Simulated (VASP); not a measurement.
# Mg2ZnTeS2 (P4/mmm) in VASP: a series of runs

Runs on Mg2ZnTeS2. Level: PBE. Tasks: relaxation of cell and atoms.

All numbers are computed with VASP 6.6.1; they aren't measurements. Logs are shortened: lines on timing, memory, paths and dates and some standing lists are left out, and cuts for length are marked.

**1. The structure**

The structure is tetragonal, space group P4/mmm (No. 123). The conventional cell has a = 4.474 Å, b = 4.474 Å, c = 5.743 Å, α = 90.00°, β = 90.00°, γ = 90.00°. Mg (site symmetry 4mm) is surrounded by 1 Mg at 2.54 Å and 4 S at 2.75 Å. Around Zn (site symmetry 4/mmm) lie 4 S at 2.24 Å. Te (site symmetry 4/mmm) has 2 Zn at 2.87 Å as nearest neighbours. S (site symmetry mmm) has 2 Zn at 2.24 Å as nearest neighbours.

The cell was built by a generator and needn't be a form met in nature.

**2. Relaxation of cell and atoms, PBE**

INCAR

```
PREC = Normal
ENCUT = 520
EDIFF = 1E-4
ISMEAR = 0
SIGMA = 0.15
LREAL = F
LASPH = T
NELM = 60
ALGO = Fast
ISIF = 3
LWAVE = F
LCHARG = F
GGA = PE
IBRION = 2
NSW = 24
EDIFFG = -0.08
```

KPOINTS

```
regular mesh
0
Gamma
  3 3 3
```

POSCAR

```
Mg2ZnTeS2
1.0
    4.4742190300      0.0000000000      0.0000000000
    0.0000000000      4.4742190300      0.0000000000
    0.0000000000      0.0000000000      5.7434661000
Mg Zn Te S
2 1 1 2
Direct
    0.5000000000      0.5000000000      0.2788000100
    0.5000000000      0.5000000000      0.7211999900
    0.0000000000      0.0000000000      0.0000000000
    0.0000000000      0.0000000000      0.5000000000
    0.0000000000      0.5000000000      0.0000000000
    0.5000000000      0.0000000000      0.0000000000
```

Potentials or basis: VASP PAW PBE potentials, release 64 (Mg, Zn, Te, S).

Launch:

```console
cat potpaw_PBE.64/Mg/POTCAR potpaw_PBE.64/Zn/POTCAR potpaw_PBE.64/Te/POTCAR potpaw_PBE.64/S/POTCAR > POTCAR
mpirun -np 1 vasp_std > vasp.out
```

OUTCAR:

```text
PREC = Normal
   ENCUT = 520
   EDIFF = 1E-4
   ISMEAR = 0
   LREAL = F
   LASPH = T
   NELM = 60
   ISIF = 3
   GGA = PE
   IBRION = 2
   NSW = 24
   EDIFFG = -0.08

 ion  position               nearest neighbor table
   1  0.500  0.500  0.279-   2 2.54   5 2.75   6 2.75   6 2.75   5 2.75   2 3.20   4 3.41   4 3.41
                             4 3.41   4 3.41
   2  0.500  0.500  0.721-   1 2.54   5 2.75   6 2.75   6 2.75   5 2.75   1 3.20   4 3.41   4 3.41
                             4 3.41   4 3.41
   3  0.000  0.000  0.000-   5 2.24   6 2.24   5 2.24   6 2.24   4 2.87   4 2.87
   4  0.000  0.000  0.500-   3 2.87   3 2.87   1 3.41   2 3.41   1 3.41   2 3.41   1 3.41   2 3.41
                             1 3.41   2 3.41
   5  0.000  0.500  0.000-   3 2.24   3 2.24   1 2.75   2 2.75   1 2.75   2 2.75
   6  0.500  0.000  0.000-   3 2.24   3 2.24   1 2.75   1 2.75   2 2.75   2 2.75

  LATTYP: Found a simple tetragonal cell.
 ALAT       =     4.4742190300
 C/A-ratio  =     1.2836801376

  Lattice vectors:

 A1 = (   4.4742190300,   0.0000000000,   0.0000000000)
 A2 = (   0.0000000000,   4.4742190300,   0.0000000000)
 A3 = (   0.0000000000,   0.0000000000,   5.7434661000)

Analysis of symmetry for initial positions (statically):
=====================================================================
 Subroutine PRICEL returns:
 Original cell was already a primitive cell.

 Routine SETGRP: Setting up the symmetry group for a
 simple tetragonal supercell.

 Subroutine GETGRP returns: Found 16 space group operations
 (whereof 16 operations were pure point group operations)
 out of a pool of 16 trial point group operations.

The static configuration has the point symmetry D_4h.

Analysis of symmetry for dynamics (positions and initial velocities):
=====================================================================
 Subroutine PRICEL returns:
 Original cell was already a primitive cell.

 Routine SETGRP: Setting up the symmetry group for a
 simple tetragonal supercell.

 Subroutine GETGRP returns: Found 16 space group operations
 (whereof 16 operations were pure point group operations)
 out of a pool of 16 trial point group operations.

The dynamic configuration has the point symmetry D_4h.

 Subroutine INISYM returns: Found 16 space group operations
 (whereof 16 operations are pure point group operations),
 and found     1 'primitive' translations

----------------------------------------------------------------------------------------

                                     Primitive cell

  volume of cell :     114.9764

  direct lattice vectors                    reciprocal lattice vectors
     4.474219030  0.000000000  0.000000000     0.223502692  0.000000000  0.000000000
     0.000000000  4.474219030  0.000000000     0.000000000  0.223502692  0.000000000
     0.000000000  0.000000000  5.743466100     0.000000000  0.000000000  0.174110891

  length of vectors
     4.474219030  4.474219030  5.743466100     0.223502692  0.223502692  0.174110891

  position of ions in fractional coordinates (direct lattice)
     0.500000000  0.500000000  0.278800010
     0.500000000  0.500000000  0.721199990
     0.000000000  0.000000000  0.000000000
     0.000000000  0.000000000  0.500000000
     0.000000000  0.500000000  0.000000000
     0.500000000  0.000000000  0.000000000

  ion indices of the primitive-cell ions
   primitive index   ion index
                 1           1
                 2           2
                 3           3
                 4           4
                 5           5
                 6           6

----------------------------------------------------------------------------------------

 KPOINTS: regular mesh

Automatic generation of k-mesh.
 Grid dimensions read from file:
 generate k-points for:    3    3    3

 Generating k-lattice:

  Cartesian coordinates                     Fractional coordinates (reciprocal lattice)
     0.074500897  0.000000000  0.000000000     0.333333333  0.000000000  0.000000000
[... 44 lines left out ...]
 conjugate gradient relaxation of ions
 non-spin polarized calculation
 RMM-DIIS sequential band-by-band and
 Gauss-broadening in eV      SIGMA  =   0.15
  energy-cutoff  :      520.00
  volume of cell :      114.98
 maximum number of plane-waves:      3113
   NGX = 17   NGY = 17   NGZ = 21

--------------------------------------- Ionic step        1  -------------------------------------------

 number of electron      33.9999920 magnetization

 Free energy of the ion-electron system (eV)
  ---------------------------------------------------
  ext. energy  EPLUGINS =         0.00000000
  ---------------------------------------------------
  free energy    TOTEN  =       -17.07274357 eV

  energy without entropy =      -17.01456812  energy(sigma->0) =      -17.04365584

 E-fermi :   5.1285     XC(G=0):  -9.9726

 val. band max:        5.0923421500   @ k =   0.3333   0.3333   0.3333
 cond. band min:       5.1932615514   @ k =   0.3333   0.3333   0.3333
 fundamental gap:      0.1009194014
 Fermi energy:         5.1285006804

 k-point     1 :       0.0000    0.0000    0.0000
  band No.  band energies     occupation
      1      -9.2954      2.00000
      2      -6.9786      2.00000
      3      -5.3801      2.00000
      4      -2.0479      2.00000
      5      -1.9532      2.00000
      6      -1.9532      2.00000
[... 13 lines left out ...]
     20       8.4155      0.00000
     21       9.2907      0.00000
[... 380 lines left out ...]
 POSITION                                       TOTAL-FORCE (eV/Angst)
 -----------------------------------------------------------------------------------
      2.30650      2.30650      1.51493         0.000000      0.000000     -0.184756
      2.30650      2.30650      4.72589        -0.000000     -0.000000      0.184756
     -0.00000     -0.00000      6.24082        -0.000000     -0.000000      0.000000
     -0.00000     -0.00000      3.12041        -0.000000     -0.000000      0.000000
     -0.00000      2.30650      6.24082        -0.000000     -0.000000      0.000000
      2.30650     -0.00000      6.24082        -0.000000     -0.000000      0.000000
 -----------------------------------------------------------------------------------
    total drift:                               -0.000000     -0.000000      0.000000

  FREE ENERGIE OF THE ION-ELECTRON SYSTEM (eV)
  ---------------------------------------------------
  free  energy   TOTEN  =       -17.9921191393 eV

  energy  without entropy=      -17.9625559854  energy(sigma->0) =      -17.97733756

--------------------------------------- Ionic step        8  -------------------------------------------

 number of electron      33.9999969 magnetization

 Free energy of the ion-electron system (eV)
  ---------------------------------------------------
  ext. energy  EPLUGINS =         0.00000000
  ---------------------------------------------------
  free energy    TOTEN  =       -18.01312242 eV

  energy without entropy =      -17.98259700  energy(sigma->0) =      -17.99785971

 E-fermi :   3.5171     XC(G=0):  -9.1979

 val. band max:        3.3969555328   @ k =   0.3333   0.0000   0.0000
 cond. band min:       3.6675892474   @ k =   0.0000   0.0000   0.0000
 fundamental gap:      0.2706337145
 Fermi energy:         3.5171362589

 k-point     1 :       0.0000    0.0000    0.0000
  band No.  band energies     occupation
      1     -10.1152      2.00000
      2      -8.2112      2.00000
      3      -6.2426      2.00000
      4      -3.0234      2.00000
      5      -2.9767      2.00000
      6      -2.9767      2.00000
[... 13 lines left out ...]
     20       6.0325      0.00000
     21       7.7053      0.00000
[... 140 lines left out ...]
 POSITION                                       TOTAL-FORCE (eV/Angst)
 -----------------------------------------------------------------------------------
      2.32678      2.32678      1.49328         0.000000      0.000000     -0.055634
      2.32678      2.32678      4.81320        -0.000000     -0.000000      0.055634
      4.65356      4.65356      0.00000         0.000000      0.000000     -0.000000
      4.65356      4.65356      3.15324        -0.000000     -0.000000     -0.000000
      4.65356      2.32678      0.00000        -0.000000      0.000000     -0.000000
      2.32678      4.65356      0.00000         0.000000      0.000000     -0.000000
 -----------------------------------------------------------------------------------
    total drift:                                0.000000      0.000000     -0.000000

  FREE ENERGIE OF THE ION-ELECTRON SYSTEM (eV)
  ---------------------------------------------------
  free  energy   TOTEN  =       -18.0131224229 eV

  energy  without entropy=      -17.9825969996  energy(sigma->0) =      -17.99785971

 reached required accuracy - stopping structural energy minimisation
```

It took 56 s on 1 thread of Intel Xeon Platinum 8488C (Sapphire Rapids), shared host; peak memory 0.17 GiB.

What came out:

```yaml
Free_energy: -18.0131 eV
Relaxed_volume: 22.76 Å³/atom
Relaxed_cell: a = 4.654 Å, b = 4.654 Å, c = 6.306 Å, α = 90.00°, β = 90.00°, γ = 90.00°
Space_group_after_relaxing_to_0.05_Å: P4/mmm (No. 123)
Energy_gained_by_relaxing: 156.7 meV/atom
Ionic_steps: 8
Pressure_after_relaxing: -0.2 GPa
Largest_force_after_relaxing: 0.056 eV/Å
Band_gap_on_the_k_mesh: none (metal or under the smearing width)
```

Forces on the atoms (eV/Å):
```
Mg   0.000  0.000 -0.056
Mg   0.000  0.000  0.056
Zn   0.000  0.000  0.000
Te   0.000  0.000  0.000
S    0.000  0.000  0.000
S    0.000  0.000  0.000
```

Stress tensor (GPa, compression positive):
```
-0.17  0.00  0.00
 0.00 -0.17  0.00
 0.00  0.00 -0.30
```

The path:
```tsv
step	energy change (eV)	largest force (eV/Å)	pressure (GPa)	volume (Å³)
1	0.0000	1.9550	10.59	114.98
2	-0.7435	1.0151	-1.52	137.36
3	-0.7444	1.0276	-1.60	136.77
4	-0.7446	1.0373	-1.47	136.31
5	-0.8690	0.6344	-0.16	134.67
6	-0.9182	0.2476	1.11	133.07
7	-0.9194	0.1848	1.38	132.80
8	-0.9404	0.0556	-0.21	136.57
```

Final structure:
```xyz
6
Lattice="4.6536 0.0000 0.0000 0.0000 4.6536 0.0000 0.0000 0.0000 6.3065" Properties=species:S:1:pos:R:3 pbc="T T T"
Mg    2.3268    2.3268    1.4933
Mg    2.3268    2.3268    4.8132
Zn    4.6536    4.6536    0.0000
Te    4.6536    4.6536    3.1532
S     4.6536    2.3268    0.0000
S     2.3268    4.6536    0.0000
```

Caveat: the k mesh is coarse (spacing up to 0.47 Å⁻¹), so the values aren't converged; the volume moved by over 15 % at a fixed basis, so the end points are rough; the relaxation stopped at a loose force limit of 0.08 eV/Å, so its end isn't a converged minimum.

**3. Relaxation of cell and atoms, PBE**

This run uses another cell than the first one, of 23.07 Å³/atom, 1.204 times its volume.

INCAR is that of step 2.

KPOINTS

```
regular mesh
0
Gamma
  3 3 2
```

POSCAR

```
Mg2ZnTeS2
1.0
    4.6118259200      0.0000000000      0.0000000000
    0.0000000000      4.6118259200      0.0000000000
    0.0000000000      0.0000000000      6.5093477600
Mg Zn Te S
2 1 1 2
Direct
    0.5000000000      0.5000000000      0.0000000000
    0.0000000000      0.0000000000      0.5000000000
    0.0000000000      0.0000000000      0.0000000000
    0.5000000000      0.5000000000      0.5000000000
    0.5000000000      0.0000000000      0.7581456300
    0.0000000000      0.5000000000      0.2418543700
```

Potentials or basis: VASP PAW PBE potentials, release 64 (Mg, Zn, Te, S).

Launch:

```console
cat potpaw_PBE.64/Mg/POTCAR potpaw_PBE.64/Zn/POTCAR potpaw_PBE.64/Te/POTCAR potpaw_PBE.64/S/POTCAR > POTCAR
mpirun -np 1 vasp_std > vasp.out
```

It took 2.4 min on 1 thread of Intel Xeon Platinum 8488C (Sapphire Rapids), shared host; peak memory 0.19 GiB.

Results (log left out):

```
Free energy                            : -19.7198 eV
Relaxed volume                         : 28.27 Å³/atom
Relaxed cell                           : a = 4.130 Å, b = 4.130 Å, c = 9.942 Å, α = 90.00°, β = 90.00°, γ = 90.00°
Space group after relaxing (to 0.05 Å) : P-4m2 (No. 115)
Energy gained by relaxing              : 644.9 meV/atom
Ionic steps                            : 16
Pressure after relaxing                : 0.3 GPa
Largest force after relaxing           : 0.064 eV/Å
Band gap on the k mesh                 : 0.98 eV, indirect (least direct gap 1.40 eV)
```

Forces on the atoms (eV/Å):
```
Mg   0.000  0.000  0.000
Mg   0.000  0.000  0.000
Zn   0.000  0.000  0.000
Te   0.000  0.000  0.000
S    0.000  0.000 -0.064
S    0.000  0.000  0.064
```

Stress tensor (GPa, compression positive):
```
0.20 0.00 0.00
0.00 0.20 0.00
0.00 0.00 0.42
```

Step by step:
```csv
step,energy change (eV),largest force (eV/Å),pressure (GPa),volume (Å³)
1,0.0000,2.3115,0.86,138.45
2,-0.6455,2.3404,-1.02,140.88
3,-2.0009,1.8178,-2.67,146.28
4,-3.1746,0.7095,1.28,155.73
5,-3.2030,0.3703,0.17,154.61
6,-3.4168,0.5573,1.00,156.52
7,-3.6764,1.0084,4.47,158.53
8,-3.7091,0.9848,3.69,158.56
9,-3.7730,0.7266,3.12,161.37
10,-3.8231,0.0109,0.79,169.72
11,-3.8318,0.2461,1.57,167.12
12,-3.8319,0.1837,1.29,167.46
13,-3.8470,0.1842,1.27,167.90
14,-3.8683,0.1539,0.61,169.19
15,-3.8686,0.1483,0.16,169.40
16,-3.8697,0.0638,0.27,169.61
```

Final structure:
```xyz
6
Lattice="4.1305 0.0000 0.0000 0.0000 4.1305 0.0000 0.0000 0.0000 9.9415" Properties=species:S:1:pos:R:3 pbc="T T T"
Mg    2.0652    2.0652    0.0000
Mg    0.0000    0.0000    4.9708
Zn    0.0000    0.0000    0.0000
Te    2.0652    2.0652    4.9708
S     2.0652    0.0000    8.6776
S     0.0000    2.0652    1.2640
```

Levels at points of the mesh, in eV from the valence-band top:
| k point | band 14 | band 15 | band 16 | band 17 | band 18 | band 19 | band 20 | band 21 |
| --- | --- | --- | --- | --- | --- | --- | --- | --- |
| (0.00, 0.00, 0.00) | -1.90 | -0.73 | -0.43 | -0.43 | 0.98 | 1.95 | 2.39 | 2.87 |
| (0.00, 0.00, 0.50) | -1.90 | -1.27 | -0.42 | -0.42 | 1.52 | 1.60 | 2.42 | 3.12 |

Caveat: the k mesh is coarse (spacing up to 0.48 Å⁻¹), so the values aren't converged; the volume moved by over 15 % at a fixed basis, so the end points are rough; spin-orbit coupling is left out, which moves the levels of the heavy elements; an odd mesh through Γ misses points on the zone boundary, where band edges often lie; the relaxation stopped at a loose force limit of 0.08 eV/Å, so its end isn't a converged minimum.

**4. Relaxation of cell and atoms, PBE**

This run uses another cell than the first one, of 18.96 Å³/atom, 0.990 times its volume.

INCAR is that of step 3.

KPOINTS

```
regular mesh
0
Gamma
  4 4 2
```

POSCAR

```
Mg2ZnTeS2
1.0
    4.2890983000      0.0000000000      0.0000000000
   -2.1445491500      3.7144680900      0.0000000000
    0.0000000000      0.0000000000      7.1421229600
Mg Zn Te S
2 1 1 2
Direct
    0.3333333300      0.6666666700      0.2640774800
    0.6666666700      0.3333333300      0.7359225200
    0.0000000000      0.0000000000      0.5000000000
    0.0000000000      0.0000000000      0.0000000000
    0.3333333300      0.6666666700      0.6681393400
    0.6666666700      0.3333333300      0.3318606600
```

Launch:

```console
cat potpaw_PBE.64/Mg/POTCAR potpaw_PBE.64/Zn/POTCAR potpaw_PBE.64/Te/POTCAR potpaw_PBE.64/S/POTCAR > POTCAR
mpirun -np 1 vasp_std > vasp.out
```

Wall time 2.6 min (1 thread of Intel Xeon Platinum 8488C (Sapphire Rapids), shared host); peak memory 0.18 GiB.

The run converged. Its results:

```
Free energy                            : -20.4166 eV
Relaxed volume                         : 20.20 Å³/atom
Relaxed cell                           : a = 3.829 Å, b = 3.829 Å, c = 9.547 Å, α = 90.00°, β = 90.00°, γ = 120.00°
Space group after relaxing (to 0.05 Å) : P-3m1 (No. 164)
Energy gained by relaxing              : 439.4 meV/atom
Ionic steps                            : 20
Pressure after relaxing                : 0.3 GPa
Largest force after relaxing           : 0.058 eV/Å
Band gap on the k mesh                 : none (metal or under the smearing width)
```

Forces in eV/Å, atoms in the order of the input:
```
Mg   0.000  0.000 -0.058
Mg   0.000  0.000  0.058
Zn   0.000  0.000  0.000
Te   0.000  0.000  0.000
S    0.000  0.000  0.017
S    0.000  0.000 -0.017
```

Stress tensor (GPa, compression positive):
```
0.24 0.00 0.00
0.00 0.24 0.00
0.00 0.00 0.35
```

Step by step:
| step | energy change (eV) | largest force (eV/Å) | pressure (GPa) | volume (Å³) |
| --- | --- | --- | --- | --- |
| 1 | 0.0000 | 0.8991 | 5.71 | 113.79 |
| 2 | -0.3643 | 0.7608 | -0.53 | 125.26 |
| 3 | -0.3838 | 0.6861 | -3.91 | 133.69 |
| 4 | -0.3973 | 0.7106 | -3.04 | 130.43 |
| 5 | -0.7948 | 0.8179 | -3.21 | 131.88 |
| 6 | -1.6289 | 0.7524 | -4.72 | 134.10 |
| 7 | -1.0181 | 2.9559 | -2.57 | 134.58 |
| 8 | -1.8408 | 1.1402 | -4.84 | 134.75 |
| 9 | -2.2235 | 1.6624 | -0.15 | 122.95 |
| 10 | -2.2255 | 1.7247 | 0.76 | 121.69 |
| 11 | -2.4655 | 1.0699 | 0.83 | 120.67 |
| 12 | -2.5795 | 0.4803 | 1.04 | 119.67 |
| 13 | -2.5941 | 0.2118 | 1.19 | 119.18 |
| 14 | -2.6256 | 0.1251 | -0.36 | 122.53 |
| 15 | -2.6248 | 0.1112 | -0.76 | 123.28 |
| 16 | -2.6255 | 0.1179 | -0.62 | 122.96 |
| 17 | -2.6342 | 0.0893 | -0.33 | 121.84 |
| 18 | -2.6351 | 0.0902 | 0.27 | 121.45 |
| 19 | -2.6351 | 0.0902 | -0.09 | 121.50 |
| 20 | -2.6363 | 0.0582 | 0.27 | 121.20 |

Final structure:
```yaml
crystal:
  lattice:
    - [3.82866, 0.00000, 0.00000]
    - [-1.91433, 3.31572, 0.00000]
    - [0.00000, 0.00000, 9.54730]
  atoms:
    - { symbol: Mg, position: [0.33333, 0.66667, 0.20346] }
    - { symbol: Mg, position: [0.66667, 0.33333, 0.79654] }
    - { symbol: Zn, position: [0.00000, 0.00000, 0.50000] }
    - { symbol: Te, position: [0.00000, 0.00000, 0.00000] }
    - { symbol: S, position: [0.33333, 0.66667, 0.64997] }
    - { symbol: S, position: [0.66667, 0.33333, 0.35003] }
```

Levels at points of the mesh, in eV from the Fermi level:
```tsv
k point	band 15	band 16	band 17	band 18	band 19	band 20
(0.00, 0.00, 0.00)	-1.72	0.13	0.13	0.33	1.97	4.05
(0.50, 0.00, 0.00)	-2.79	-2.62	-1.24	-0.60	2.11	2.48
(0.00, 0.00, 0.50)	-2.32	0.12	0.12	1.35	1.79	3.85
(0.50, 0.00, 0.50)	-2.70	-1.86	-1.14	0.10	1.04	2.45
```

Caveat: the k mesh is coarse (spacing up to 0.44 Å⁻¹), so the values aren't converged; the relaxation stopped at a loose force limit of 0.08 eV/Å, so its end isn't a converged minimum. Spin-orbit coupling is left out, which matters for the levels of Te.

**5. The runs side by side**

```csv
k mesh,gap on the mesh (eV),pressure (GPa),relaxed volume (Å³/atom),largest force (eV/Å)
3 × 3 × 3,none,-0.2,22.76,0.06
3 × 3 × 2,0.98,0.3,28.27,0.06
4 × 4 × 2,none,0.3,20.20,0.06
```

Alike in all rows: task relaxation of cell and atoms; level PBE; potentials or basis VASP PAW PBE potentials, release 64 (Mg, Zn, Te, S); no spin polarisation; cell relaxed; cutoff (eV) 520; smearing gaussian 0.15 eV; the mesh is coarse, so values aren't converged.

Caveats: all runs use coarse meshes; the relaxation stopped at a loose force limit of 0.08 eV/Å, so its end isn't a converged minimum; the volume moved by over 15 % at a fixed basis, so the end points are rough (some runs); spin-orbit coupling is left out, which moves the levels of the heavy elements (some runs); an odd mesh through Γ misses points on the zone boundary, where band edges often lie (some runs).

Total energies depend on the potentials used, so only differences within one code and one set of settings carry meaning.
